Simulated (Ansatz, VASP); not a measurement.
This is a calculation of GaF for Ansatz 0.2.0.

File input.yaml:

```yaml
crystal:
  lattice:
    - [0.0, 2.57696028, 2.57696028]
    - [2.57696028, 0.0, 2.57696028]
    - [2.57696028, 2.57696028, 0.0]
  atoms:
    - { symbol: Ga, position: [0.25, 0.25, 0.25] }
    - { symbol: F, position: [0.0, 0.0, 0.0] }
hamiltonian:
  xc: pbe0
  pseudopotentials: { kind: paw }
kpoints:
  mp_grid: { grid: [5, 5, 5] }
  band_path:
    path:
      - [[0.0, 0.0, 0.0], [0.5, 0.0, 0.5], [0.5, 0.25, 0.75], [0.375, 0.375, 0.75], [0.0, 0.0, 0.0], [0.5, 0.5, 0.5], [0.625, 0.25, 0.625], [0.5, 0.25, 0.75], [0.5, 0.5, 0.5], [0.375, 0.375, 0.75]]
      - [[0.625, 0.25, 0.625], [0.5, 0.0, 0.5]]
    npoints: 4
scf:
  occupations: { method: fermi_dirac, width: 0.05 }
  n_extra_bands: 6
output:
  forces: true
  stress: true
  eigenvalues: true
  fatbands: false
```

Potentials or basis: Ansatz PAW.

Launch:

```sh
$ ansatz run input.yaml --threads 2 --pin off --max-ram 5632MiB --backend cpu --events-out ev --progress --plain --runs-dir out
```

Q: Translate it to VASP 6.6.1. Potentials there: VASP PAW PBE potentials, release 64 (Ga_d, F).

A: As run (the cutoff follows the program's own potentials):

Contents of POSCAR:

```
GaF
1.0
    0.0000000000      2.5769602800      2.5769602800
    2.5769602800      0.0000000000      2.5769602800
    2.5769602800      2.5769602800      0.0000000000
Ga F
1 1
Direct
    0.2500000000      0.2500000000      0.2500000000
    0.0000000000      0.0000000000      0.0000000000
```

The input INCAR.step1:

```
ALGO = Normal
EDIFF = 1E-5
ENCUT = 520
GGA = PE
ISIF = 2
ISMEAR = -1
LASPH = T
LCHARG = F
LREAL = F
LWAVE = T
NBANDS = 17
NELM = 80
PREC = Accurate
SIGMA = 0.05
```

File INCAR.step2:

```
AEXX = 0.25
ALGO = Normal
EDIFF = 1E-6
ENCUT = 520
GGA = PE
HFRCUT = -1
ISIF = 2
ISMEAR = -1
ISTART = 1
LASPH = T
LCHARG = F
LHFCALC = T
LREAL = F
LWAVE = F
NBANDS = 17
NELM = 80
PREC = Accurate
PRECFOCK = Fast
SIGMA = 0.05
```

Contents of KPOINTS:

```
k-points
0
Gamma
  5 5 5
```

The input KPOINTS_OPT:

```
path GXWKGLUWLK,UX
12
line-mode
reciprocal
 0.0000000000  0.0000000000  0.0000000000  G
 0.5000000000  0.0000000000  0.5000000000  X

 0.5000000000  0.0000000000  0.5000000000  X
 0.5000000000  0.2500000000  0.7500000000  W

 0.5000000000  0.2500000000  0.7500000000  W
 0.3750000000  0.3750000000  0.7500000000  K

 0.3750000000  0.3750000000  0.7500000000  K
 0.0000000000  0.0000000000  0.0000000000  G

 0.0000000000  0.0000000000  0.0000000000  G
 0.5000000000  0.5000000000  0.5000000000  L

 0.5000000000  0.5000000000  0.5000000000  L
 0.6250000000  0.2500000000  0.6250000000  U

 0.6250000000  0.2500000000  0.6250000000  U
 0.5000000000  0.2500000000  0.7500000000  W

 0.5000000000  0.2500000000  0.7500000000  W
 0.5000000000  0.5000000000  0.5000000000  L

 0.5000000000  0.5000000000  0.5000000000  L
 0.3750000000  0.3750000000  0.7500000000  K

 0.6250000000  0.2500000000  0.6250000000  U
 0.5000000000  0.0000000000  0.5000000000  X
```

Potentials or basis: VASP PAW PBE potentials, release 64 (Ga_d, F).

Run with:

```bash
$ cat potpaw_PBE.64/Ga_d/POTCAR potpaw_PBE.64/F/POTCAR > POTCAR
$ cp INCAR.step1 INCAR
$ mpirun -np 1 vasp_std > vasp.out
$ cp INCAR.step2 INCAR
$ mpirun -np 1 vasp_std > vasp.out
```

Both were run:

|  | VASP | Ansatz | Ansatz less VASP |
| --- | --- | --- | --- |
| gap on the k mesh at the Fermi level (eV) | 2.76 | 2.77 | +0.006 |
| least direct gap on the mesh (eV) | 2.76 | 2.77 | +0.006 |
| gap along the band path (eV) | 1.90 | 1.90 | -0.003 |
| pressure (GPa) | 14.4 | 14.2 | -0.18 |

Caveats: the k mesh is coarse (spacing up to 0.42 Å⁻¹), so the values aren't converged, least of all with exact exchange; the PAW data sets were made with another functional, which shifts forces and pressure a little (VASP); the PAW data sets come from PBE, with cores solved anew for the run's functional, which leaves a small shift of forces and pressure (Ansatz); the thresholds are loose for stress (Ansatz).
